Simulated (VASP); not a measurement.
All values below come from optB88-vdW, VASP's PBE PAW potentials (set 64) (plane waves; VASP).

The input files of a VASP run:

File POSCAR:
```
Eu
1.0
 -2.1198910670   2.1198910670   2.1198910670
  2.1198910670  -2.1198910670   2.1198910670
  2.1198910670   2.1198910670  -2.1198910670
Eu
1
Cart
  0.0000000000   0.0000000000   0.0000000000
```

### INCAR
```
# general
SYSTEM  =Eu
PREC    =Accurate
ENCUT   =520
LREAL   =.FALSE.   # projection in real space or not
LASPH   =.TRUE.   # aspherical one-centre terms

# electronic loop
EDIFF   =1E-7   # SCF stop (eV)
NELM    =100
ALGO    =Normal
LMAXMIX =6   # l cut-off of mixed one-centre charges

# smearing
ISMEAR  =1   # Methfessel-Paxton
SIGMA   =0.1

# functional
GGA     =BO
LUSE_VDW=.TRUE.
AGGAC   =0.0
PARAM1  =0.1833333333
PARAM2  =0.22

# ions
ISIF    =2   # forces and stress, cell fixed

# output
LWAVE   =.FALSE.
LCHARG  =.FALSE.
```

### KPOINTS
```
Automatic mesh
0
Gamma
12 12 12
0 0 0
```

POTCAR, in this order: Eu_2 (PBE.64 set). Program: vasp_std.

What VASP printed:

### OSZICAR
```
       N       E                     dE             d eps       ncg     rms          rms(c)
DAV:   1     0.128496779706E+02    0.12850E+02   -0.38305E+03  1176   0.842E+02
DAV:   2     0.868734516240E+00   -0.11981E+02   -0.11815E+02  1624   0.111E+02
DAV:   3     0.696237061927E+00   -0.17250E+00   -0.15495E+00  1480   0.974E+00
DAV:   4     0.694683979541E+00   -0.15531E-02   -0.15531E-02  1920   0.146E+00
DAV:   5     0.694679178318E+00   -0.48012E-05   -0.48012E-05  1528   0.559E-02    0.761E+00
DAV:   6     0.676124731754E+00   -0.18554E-01   -0.25528E-03  1952   0.454E-01    0.454E+00
DAV:   7     0.664640552919E+00   -0.11484E-01   -0.72098E-03  1840   0.713E-01    0.703E-02
DAV:   8     0.664420396039E+00   -0.22016E-03   -0.33359E-04  1560   0.124E-01    0.166E-02
DAV:   9     0.664386297643E+00   -0.34098E-04   -0.44191E-05  1472   0.419E-02    0.860E-03
DAV:  10     0.664383470825E+00   -0.28268E-05   -0.78568E-06  1880   0.200E-02    0.172E-03
DAV:  11     0.664383379477E+00   -0.91348E-07   -0.92372E-08  1320   0.285E-03
   1 F= 0.66438338E+00 E0= 0.66446128E+00  d E =-.233709E-03
```

**OUTCAR**
```
------------------------ aborting loop because EDIFF is reached ----------------------------------------
  FORCE on cell =-STRESS in cart. coord.  units (eV):
  Direction    XX          YY          ZZ          XY          YZ          ZX
  --------------------------------------------------------------------------------------
  Total        0.2700252      0.2700252      0.2700252     -0.0000000      0.0000000     -0.0000000
  in kB       11.3530929     11.3530929     11.3530929     -0.0000000      0.0000000     -0.0000000
  external PRESSURE =      11.3530929 kB  Pullay stress =       0.0000000 kB
  volume of cell :       38.11
      direct lattice vectors                 reciprocal lattice vectors
    -2.119891067  2.119891067  2.119891067     0.000000000  0.235861176  0.235861176
     2.119891067 -2.119891067  2.119891067     0.235861176  0.000000000  0.235861176
     2.119891067  2.119891067 -2.119891067     0.235861176  0.235861176  0.000000000
 POSITION                                       TOTAL-FORCE (eV/Angst)
 -----------------------------------------------------------------------------------
      0.00000      0.00000      0.00000        -0.000000     -0.000000      0.000000
 -----------------------------------------------------------------------------------
    total drift:                               -0.000000     -0.000000     -0.000000
  FREE ENERGIE OF THE ION-ELECTRON SYSTEM (eV)
  ---------------------------------------------------
  free  energy   TOTEN  =         0.6643833795 eV

  energy  without entropy=        0.6646170889  energy(sigma->0) =        0.66446128
```
(Selected blocks of OUTCAR.)

The 4f electrons are frozen in the core of the lanthanide potential, so 4f levels, which can set the real gap, and their magnetism are missing.

The compound is Eu in the bcc structure. This cell is one point of a volume scan, at 0.94 of the reference volume.
